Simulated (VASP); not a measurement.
# CoPb (Fm-3m) in VASP: single point with PBEsol

Aim: the single point of CoPb with PBEsol.

Program: VASP 6.6.1. These are calculated values, not measurements. Logs are shortened: lines on timing, memory, paths and dates and some standing lists are left out, and cuts for length are marked.

## Step 1: Starting point

The structure is cubic, space group Fm-3m (No. 225). The conventional cell has a = 5.657 Å, b = 5.657 Å, c = 5.657 Å, α = 90.00°, β = 90.00°, γ = 90.00°. Around Co (site symmetry m-3m) lie 6 Pb at 2.83 Å. Around Pb (site symmetry m-3m) lie 6 Co at 2.83 Å.

The cell was built by a generator and needn't be a form met in nature.

## Step 2: Single point, PBEsol

The input, INCAR:

```
PREC = Accurate
ENCUT = 520
EDIFF = 1E-6
ISMEAR = 0
SIGMA = 0.0179
LREAL = False
LASPH = True
NELM = 80
ALGO = Normal
ISIF = 2
LWAVE = False
LCHARG = False
GGA = PS
NBANDS = 18
```

The input, KPOINTS:

```
regular mesh
0
Gamma
  8 8 8
```

The input, POSCAR:

```
CoPb
1.0
    0.0000000000      2.8283040000      2.8283040000
    2.8283040000      0.0000000000      2.8283040000
    2.8283040000      2.8283040000      0.0000000000
Co Pb
1 1
Direct
    0.0000000000      0.0000000000      0.0000000000
    0.5000000000      0.5000000000      0.5000000000
```

Potentials or basis: VASP PAW PBE potentials, release 64 (Co, Pb_d).

The run is started by

```sh
$ cat potpaw_PBE.64/Co/POTCAR potpaw_PBE.64/Pb_d/POTCAR > POTCAR
$ mpirun -np 1 vasp_std > vasp.out
```

OUTCAR:

```text
PREC = Accurate
   ENCUT = 520
   EDIFF = 1E-6
   ISMEAR = 0
   LREAL = False
   LASPH = True
   NELM = 80
   ISIF = 2
   GGA = PS

 ion  position               nearest neighbor table
   1  0.000  0.000  0.000-   2 2.83   2 2.83   2 2.83   2 2.83   2 2.83   2 2.83
   2  0.500  0.500  0.500-   1 2.83   1 2.83   1 2.83   1 2.83   1 2.83   1 2.83

  LATTYP: Found a face centered cubic cell.
 ALAT       =     5.6566080000

  Lattice vectors:

 A1 = (   0.0000000000,   2.8283040000,   2.8283040000)
 A2 = (   2.8283040000,   0.0000000000,   2.8283040000)
 A3 = (   2.8283040000,   2.8283040000,   0.0000000000)

Analysis of symmetry for initial positions (statically):
=====================================================================
 Subroutine PRICEL returns:
 Original cell was already a primitive cell.

 Routine SETGRP: Setting up the symmetry group for a
 face centered cubic supercell.

 Subroutine GETGRP returns: Found 48 space group operations
 (whereof 48 operations were pure point group operations)
 out of a pool of 48 trial point group operations.

The static configuration has the point symmetry O_h .

Analysis of symmetry for dynamics (positions and initial velocities):
=====================================================================
 Subroutine PRICEL returns:
 Original cell was already a primitive cell.

 Routine SETGRP: Setting up the symmetry group for a
 face centered cubic supercell.

 Subroutine GETGRP returns: Found 48 space group operations
 (whereof 48 operations were pure point group operations)
 out of a pool of 48 trial point group operations.

The dynamic configuration has the point symmetry O_h .

 Subroutine INISYM returns: Found 48 space group operations
 (whereof 48 operations are pure point group operations),
 and found     1 'primitive' translations

----------------------------------------------------------------------------------------

                                     Primitive cell

  volume of cell :      45.2489

  direct lattice vectors                    reciprocal lattice vectors
     0.000000000  2.828304000  2.828304000    -0.176784391  0.176784391  0.176784391
     2.828304000  0.000000000  2.828304000     0.176784391 -0.176784391  0.176784391
     2.828304000  2.828304000  0.000000000     0.176784391  0.176784391 -0.176784391

  length of vectors
     3.999825875  3.999825875  3.999825875     0.306199547  0.306199547  0.306199547

  position of ions in fractional coordinates (direct lattice)
     0.000000000  0.000000000  0.000000000
     0.500000000  0.500000000  0.500000000

  ion indices of the primitive-cell ions
   primitive index   ion index
                 1           1
                 2           2

----------------------------------------------------------------------------------------

 KPOINTS: regular mesh

Automatic generation of k-mesh.
 Grid dimensions read from file:
 generate k-points for:    8    8    8

 Generating k-lattice:

  Cartesian coordinates                     Fractional coordinates (reciprocal lattice)
    -0.022098049  0.022098049  0.022098049     0.125000000  0.000000000  0.000000000
     0.022098049 -0.022098049  0.022098049     0.000000000  0.125000000  0.000000000
     0.022098049  0.022098049 -0.022098049     0.000000000  0.000000000  0.125000000

  Length of vectors
     0.038274943  0.038274943  0.038274943

  Shift w.r.t. Gamma in fractional coordinates (k-lattice)
     0.000000000  0.000000000  0.000000000

 Subroutine IBZKPT returns following result:
 ===========================================

 Found     29 irreducible k-points:

 Following reciprocal coordinates:
            Coordinates               Weight
  0.000000  0.000000  0.000000      1.000000
  0.125000  0.000000  0.000000      8.000000
  0.250000  0.000000  0.000000      8.000000
  0.375000  0.000000  0.000000      8.000000
  0.500000  0.000000  0.000000      4.000000
  0.125000  0.125000  0.000000      6.000000
[... 16 lines left out ...]
  0.500000  0.250000  0.125000     48.000000
 -0.375000  0.250000  0.125000     24.000000
 [... further k-points ...]
   k-points           NKPTS =     29   k-points in BZ     NKDIM =     29   number of bands    NBANDS=     18
   number of dos      NEDOS =    301   number of ions     NIONS =      2
   total plane-waves  NPLWV =  27000
   dimension x,y,z NGX =    30 NGY =   30 NGZ =   30
   dimension x,y,z NGXF=    60 NGYF=   60 NGZF=   60
   ions per type =               1   1
   NGX,Y,Z   is equivalent  to a cutoff of  12.47, 12.47, 12.47 a.u.
   NGXF,Y,Z  is equivalent  to a cutoff of  24.94, 24.94, 24.94 a.u.
 SYSTEM =  unknown system
   PREC   = accura    normal or accurate (medium, high low for compatibility)
   ISTART =      0    job   : 0-new  1-cont  2-samecut
   ICHARG =      2    charge: 1-file 2-atom 10-const
   ISPIN  =      1    spin polarized calculation?
   LNONCOLLINEAR =      F non collinear calculations
   LSORBIT =      F    spin-orbit coupling
   LASPH  =      T    aspherical Exc in radial PAW
   ENCUT  =  520.0 eV  38.22 Ry    6.18 a.u.   7.44  7.44  7.44*2*pi/ulx,y,z
   NELM   =     80;   NELMIN=  2; NELMDL= -5     # of ELM steps
   EDIFF  = 0.1E-05   stopping-criterion for ELM
   LREAL  =      F    real-space projection
   EDIFFG = 0.1E-04   stopping-criterion for IOM
   NSW    =      0    number of steps for IOM
   IBRION =     -1    ionic relax: 0-MD 1-quasi-New 2-CG
   NFREE  =      0    steps in history (QN), initial steepest desc. (CG)
   ISIF   =      2    stress and relaxation
   ISYM   =      2    0-nonsym 1-usesym 2-fastsym
   POTIM  = 0.5000    time-step for ionic-motion
   TEBEG  =    0.0;   TEEND  =   0.0 temperature during run
   PSTRESS=    0.0 pullay stress
   NELECT =      23.0000    total number of electrons
   NUPDOWN=      -1.0000    fix difference up-down
   EMIN   =  10.00;   EMAX   =-10.00  energy-range for DOS
   EFERMI =   0.00;   METHOD = LEGACY
   ISMEAR =     0;   SIGMA  =   0.02  broadening in eV -4-tet -1-fermi 0-gaus
   EFERMI_NEDOS =   21; number of points for ismear=-14 and -15
   IALGO  =     38    algorithm
   IMIX   =      4    mixing-type and parameters
     AMIX     =   0.40;   BMIX     =  1.00
     AMIX_MAG =   1.60;   BMIX_MAG =  1.00
  volume/ion in A,a.u.               =      22.62       152.68
  Fermi-wavevector in a.u.,A,eV,Ry     =   1.306516  2.468957 23.224924  1.706984
  Thomas-Fermi vector in A             =   2.437313
   LORBIT       =      0    0 simple, 1 ext, 2 COOP (PROOUT), +10 PAW based schemes
   GGA     = PS    functional components
   LHFCALC =     F    Hartree Fock is set to
   AEXX    =    0.0000 exact exchange contribution
   IVDW    =     0    specifies the selected vdW correction
   LEPSILON=     F    determine dielectric tensor
   LRPA    =     F    only Hartree local field effects (RPA)
 non-spin polarized calculation
 Gauss-broadening in eV      SIGMA  =   0.02
  energy-cutoff  :      520.00
  volume of cell :       45.25
 maximum number of plane-waves:      1243
 NGX is ok and might be reduce to    30
   NGX = 15   NGY = 15   NGZ = 15

 number of electron      23.0000013 magnetization

 Free energy of the ion-electron system (eV)
  ---------------------------------------------------
  ext. energy  EPLUGINS =         0.00000000
  ---------------------------------------------------
  free energy    TOTEN  =        -9.90107139 eV

  energy without entropy =       -9.89942153  energy(sigma->0) =       -9.90024646

 E-fermi :   6.3001     XC(G=0): -10.7673

 val. band max:        6.2997818013   @ k =  -0.2500   0.5000   0.2500
 cond. band min:       6.3793295115   @ k =  -0.2500   0.5000   0.2500
 fundamental gap:      0.0795477102
 Fermi energy:         6.3000666094

 k-point     1 :       0.0000    0.0000    0.0000
  band No.  band energies     occupation
      1     -10.1364      2.00000
      2     -10.1364      2.00000
      3     -10.0964      2.00000
      4     -10.0964      2.00000
      5     -10.0964      2.00000
      6      -4.0668      2.00000
[... 10 lines left out ...]
     17      16.6128      0.00000
     18      16.6170      0.00000

 k-point     2 :       0.1250    0.0000    0.0000
  band No.  band energies     occupation
      1     -10.1352      2.00000
      2     -10.1352      2.00000
      3     -10.0946      2.00000
      4     -10.0872      2.00000
      5     -10.0872      2.00000
      6      -3.8580      2.00000
[... 10 lines left out ...]
     17      15.8570      0.00000
     18      15.8689      0.00000

 k-point     3 :       0.2500    0.0000    0.0000
  band No.  band energies     occupation
      1     -10.1362      2.00000
      2     -10.1362      2.00000
      3     -10.0911      2.00000
      4     -10.0608      2.00000
      5     -10.0608      2.00000
      6      -3.2540      2.00000
[... 10 lines left out ...]
     17      14.5787      0.00000
     18      15.1869      0.00000

 k-point     4 :       0.3750    0.0000    0.0000
  band No.  band energies     occupation
      1     -10.1392      2.00000
      2     -10.1392      2.00000
      3     -10.0884      2.00000
      4     -10.0322      2.00000
      5     -10.0322      2.00000
      6      -2.3839      2.00000
[... 375 lines left out ...]
      4     -10.0443      2.00000
      5     -10.0392      2.00000
      6      -2.7652      2.00000
[... 10 lines left out ...]
     17      14.8459      0.00000
     18      17.2702      0.00000

 k-point    23 :       0.5000    0.2500    0.1250
  band No.  band energies     occupation
      1     -10.1533      2.00000
      2     -10.1210      2.00000
      3     -10.0868      2.00000
      4     -10.0374      2.00000
      5     -10.0216      2.00000
      6      -2.0072      2.00000
[... 10 lines left out ...]
     17      15.6725      0.00000
     18      17.4750      0.00000

 k-point    24 :      -0.3750    0.2500    0.1250
  band No.  band energies     occupation
      1     -10.1559      2.00000
      2     -10.1213      2.00000
      3     -10.0714      2.00000
      4     -10.0442      2.00000
      5     -10.0124      2.00000
      6      -1.5682      2.00000
[... 10 lines left out ...]
     17      17.0770      0.00000
     18      17.9601      0.00000

 [... further k-points ...]

------------------------ aborting loop because EDIFF is reached ----------------------------------------

  FORCE on cell =-STRESS in cart. coord.  units (eV):
  Direction    XX          YY          ZZ          XY          YZ          ZX
  --------------------------------------------------------------------------------------
  -------------------------------------------------------------------------------------
  Total       -3.9862285     -3.9862285     -3.9862285     -0.0000000      0.0000000     -0.0000000
  in kB     -141.1446794   -141.1446794   -141.1446794     -0.0000000      0.0000000     -0.0000000
  external PRESSURE =    -141.1446794 kB  Pullay stress =       0.0000000 kB

 VOLUME and BASIS-vectors are now :
 -----------------------------------------------------------------------------
  energy-cutoff  :      520.00
  volume of cell :       45.25
      direct lattice vectors                 reciprocal lattice vectors
     0.000000000  2.828304000  2.828304000    -0.176784391  0.176784391  0.176784391
     2.828304000  0.000000000  2.828304000     0.176784391 -0.176784391  0.176784391
     2.828304000  2.828304000  0.000000000     0.176784391  0.176784391 -0.176784391

 POSITION                                       TOTAL-FORCE (eV/Angst)
 -----------------------------------------------------------------------------------
      0.00000      0.00000      0.00000        -0.000000      0.000000     -0.000000
      2.82830      2.82830      2.82830         0.000000      0.000000      0.000000
 -----------------------------------------------------------------------------------
    total drift:                                0.000000      0.000000      0.000000

  FREE ENERGIE OF THE ION-ELECTRON SYSTEM (eV)
  ---------------------------------------------------
  free  energy   TOTEN  =        -9.9010713878 eV

  energy  without entropy=       -9.8994215265  energy(sigma->0) =       -9.90024646
```

It took 12 s on 1 thread of Intel Xeon Platinum 8559C (Emerald Rapids), shared host; peak memory 0.18 GiB.

Results:

* Free energy: -9.9011 eV
* Pressure: -14.1 GPa
* Band gap on the k mesh: none (metal or under the smearing width)

Caveat: the PAW data sets were made with another functional, which shifts forces and pressure a little. The run has no spin-orbit coupling, so splittings on Pb are missing.
